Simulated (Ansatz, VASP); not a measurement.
# Re: VASP beside Ansatz, part 2 of 2

Aim: how closely do two programs agree when they are given the same cell, functional and k mesh? The structure shown is the end of the Ansatz relaxation below.

VASP 6.6.1 and Ansatz 0.2.0.

So far. Step 3 (VASP: single point, PBEsol, pair 1): The run ends at a pressure of 5.24 GPa.

## (6) VASP: single point, PBEsol, pair 2 (continued)

Level of this step: PBEsol; plane waves and PAW (Re) (VASP).

Numbers of over 12 decimals in the logs are rounded to 6 here.

OUTCAR, selected parts (step 6):

```text
  Total       -0.7271013     -0.7271013     -0.7490749      0.0000000     -0.0000000      0.0000000
  in kB      -39.6009554    -39.6009554    -40.7977254      0.0000000     -0.0000000      0.0000000
  external PRESSURE =     -39.9998787 kB  Pullay stress =       0.0000000 kB

 POSITION                                       TOTAL-FORCE (eV/Angst)
 -----------------------------------------------------------------------------------
     -0.00000      1.59367      3.34357        -0.000000      0.000000      0.000000
      1.38016      0.79684      1.11452         0.000000     -0.000000      0.000000
 -----------------------------------------------------------------------------------
    total drift:                               -0.000000      0.000000     -0.000000

  FREE ENERGIE OF THE ION-ELECTRON SYSTEM (eV)
  ---------------------------------------------------
  free  energy   TOTEN  =       -26.7410866231 eV

  energy  without entropy=      -26.7273834586  energy(sigma->0) =      -26.73423504

[... 1 part as in an earlier step ...]

[... 2 further parts left out ...]
[key lines of the parts left out:]
E-fermi :   7.7068
```

The run ends at a pressure of -4.00 GPa.

## (7) Differences

What differs besides the data sets and the points named for the pairs above, as far as they apply: the data sets hold 30 valence electrons in Ansatz (on its PAW soft_1 files) and 14 in VASP. Total energies have different zeros and are not compared.

Both answers:

| quantity | Ansatz | VASP | difference |
| --- | --- | --- | --- |
| pressure (GPa) | -4.00 | -4.00 | 0.00 |

## (8) Ansatz: relaxation, PBEsol

This run makes the geometry at which the two programs are then compared. The cell compared in this pair holds 28.41 Å³, against 29.42 Å³ for the pair before.

The structure compared here is the end of the Ansatz relaxation.

input.yaml reads:

```yaml
crystal:
  lattice:
    - [2.7506238918, 0.0, 0.0]
    - [-1.3753119459, 2.3821101666, 0.0]
    - [0.0, 0.0, 4.4427387694]
  atoms:
    - { symbol: Re, position: [0.3333333333, 0.6666666667, 0.75] }
    - { symbol: Re, position: [0.6666666667, 0.3333333333, 0.25] }
kpoints:
  mp_grid: { grid: [18, 18, 10] }
scf:
  occupations: { method: fermi_dirac, width: 0.05 }
hamiltonian:
  xc: pbesol
  pseudopotentials: { kind: paw, azcp: { folder: soft_1 }, xc_functional: pbe }
basis:
  ecutwfc: 600
output:
  forces: true
  stress: true
relax:
  f_tol: 0.005
  max_steps: 70
  cell: { stress_tol: 0.02, p_target: 10 }
```

Command:

```bash
> ansatz run input.yaml --threads 4 --pin off --max-ram 10240MiB --backend cpu --events-out ev --progress --plain --runs-dir out
```

The log of the run:

```text
[...]
Crystal: 2 atoms, lattice volume = 29.110 Å³
Basis set: ecut = 600 eV, 989 PW (Γ), exchange–correlation on 48×48×72 points (8 copies of the dense FFT grid, shifted against one another)
Bands: 19, of which v1, the nominal top of the filled ones, is band 15 counted from 1 (14 counted from 0)
Symmetry: 24 space group operations
[...]
k-points: 222 of 3240
[...]
0.000000       9.988880      -0.000000
        0.000000      -0.000000       9.987519
  P = ⅓ Tr σ = 9.9884 GPa (99.884 kbar)
--- Relaxed structure (4 steps of the walk, 3 accepted, 1 SCFs on fresh bases) ---
[...]
cell:  # Å, volume = 28.4133 Å³
    - [2.728431, 0, 0.0]
    - [-1.364215, 2.362890, 0.0]
    - [0.0, 0.0, 4.407219]
  atoms:
    - { symbol: Re, position: [0.333333, 0.666667, 0.75] }
    - { symbol: Re, position: [0.666667, 0.333333, 0.25] }
[key lines of the parts left out:]
SCF converged after 8 iterations
Free energy (F): -21476.742544 eV
Fermi energy:    24.838604 eV
```

## (9) VASP: single point, PBEsol, pair 3

The same cell, functional, mesh and smearing now go to VASP, with its own data sets.

INCAR reads:

```
SYSTEM = Re
PREC = Accurate
ENCUT = 600
EDIFF = 1E-06
NELM = 120
ISMEAR = -1
SIGMA = 0.05
LREAL = .FALSE.
ALGO = Normal
GGA = PS
NBANDS = 13
LASPH = .TRUE.
LORBIT = 11
LWAVE = .FALSE.
LCHARG = .FALSE.
ISIF = 2
GGA_COMPAT = .FALSE.
KPAR = 2
```

POSCAR reads:

```
Re
1.0
    2.7284308075      0.0000000000      0.0000000000
   -1.3642154038      2.3628903918      0.0000000000
    0.0000000000      0.0000000000      4.4072192179
Re
2
Direct
    0.3333333333      0.6666666667      0.7500000000
    0.6666666667      0.3333333333      0.2500000000
```

KPOINTS reads:

```
Automatic mesh
0
Gamma
18 18 10
0 0 0
```

PAW data sets: Re (PBE family, release 64).

Command:

```bash
> mpirun -np 2 vasp_std
```

The log of the run:

```text
[... set-up lines as in an earlier step ...]
 entering main loop
       N       E                     dE             d eps       ncg     rms          rms(c)
DAV:   1     0.309211420458E+02    0.30921E+02   -0.74267E+03 10942   0.147E+03
DAV:   2    -0.253839812968E+02   -0.56305E+02   -0.47640E+02  9730   0.334E+02
DAV:   3    -0.281351405149E+02   -0.27512E+01   -0.24785E+01 10069   0.937E+01
DAV:   4    -0.281787957020E+02   -0.43655E-01   -0.43084E-01  9238   0.650E+00
[...]
DAV:   9    -0.267223121527E+02    0.83712E-03   -0.41771E-04 10296   0.220E-01    0.505E-02
DAV:  10    -0.267223070515E+02    0.51013E-05   -0.67127E-05  9503   0.107E-01    0.131E-02
DAV:  11    -0.267223077441E+02   -0.69264E-06   -0.24500E-07  5833   0.198E-02
   1 F= -.26722308E+02 E0= -.26715718E+02  d E =-.131793E-01
```

Parts of OUTCAR (step 9):

```text
  Total        1.8443483      1.8443483      1.8257866     -0.0000000      0.0000000     -0.0000000
  in kB      103.9997604    103.9997604    102.9530995     -0.0000000      0.0000000     -0.0000000
  external PRESSURE =     103.6508734 kB  Pullay stress =       0.0000000 kB

 POSITION                                       TOTAL-FORCE (eV/Angst)
 -----------------------------------------------------------------------------------
     -0.00000      1.57526      3.30541        -0.000000      0.000000      0.000000
      1.36422      0.78763      1.10180         0.000000      0.000000      0.000000
 -----------------------------------------------------------------------------------
    total drift:                               -0.000000      0.000000     -0.000000

  FREE ENERGIE OF THE ION-ELECTRON SYSTEM (eV)
  ---------------------------------------------------
  free  energy   TOTEN  =       -26.7223077441 eV

  energy  without entropy=      -26.7091284503  energy(sigma->0) =      -26.71571810

[... 1 part as in an earlier step ...]

[... 2 further parts left out ...]
[key lines of the parts left out:]
E-fermi :   8.1443
```

The run ends at a pressure of 10.37 GPa.

## (10) Differences

What differs besides the data sets and the points named for the pairs above, as far as they apply: the data sets hold 30 valence electrons in Ansatz (on its PAW soft_1 files) and 14 in VASP. Total energies have different zeros and are not compared.

Both answers:

| quantity | Ansatz | VASP | difference |
| --- | --- | --- | --- |
| pressure (GPa) | 9.99 | 10.37 | -0.38 |

## (11) What came out

| Quantity | Value |
| --- | --- |
| difference in pressure (single point, PBEsol, pair 1) | -0.24 GPa |
| difference in pressure (single point, PBEsol, pair 2) | -0.0028 GPa |
| difference in pressure (single point, PBEsol, pair 3) | -0.38 GPa |

What this shows: The difference in pressure is -0.38 GPa (single point, PBEsol, pair 3), within the 1 GPa picked in this series as the mark of a large difference. The data sets hold unlike numbers of valence electrons (30 in Ansatz and 14 in VASP), so part of the differences comes from the potentials. 3 further runs of this series are not shown here. How closely two codes agree says nothing of how well the functional describes the real material.

[Lines on the potential files, build, host, timing and source positions are cut from VASP's logs without a mark.]

[Logs are printed without paths, hosts, clocks, repeated set-up lines and the standing remarks that a program may print on its own settings, such as how far it seeks lower states.]

[Hosts, paths, dates, database ids (printed as entryN), source tags and the programs' standing remarks are cut or masked in the printed files.]
